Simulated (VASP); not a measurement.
```
CELL_PARAMETERS angstrom
      1.62848    -2.82061     0.00000
      1.62848     2.82061     0.00000
      0.00000     0.00000     5.05484
ATOMIC_POSITIONS crystal
  Sc 0.33333 0.66667 0.25000
  Sc 0.66667 0.33333 0.75000
```

The numbers are results of PBEsol GGA, VASP's PBE PAW potentials (set 64) (plane waves; VASP), not measurements. Settings: 480 eV cut-off, 12×12×8 Γ-centred mesh, first-order Methfessel-Paxton smearing of 0.10 eV, potentials Sc_sv.

### Question
What does the run give for the energy per atom (σ→0), band gap (on the k-mesh) with the smallest direct gap where there is one?

### Answer

- band gap (on the k-mesh): none (metal, semimetal or under 0.01 eV)
- energy per atom (σ→0): -6.604 eV/atom

The compound is Sc in the hcp structure. It was relaxed first under an external pressure of 1 GPa.
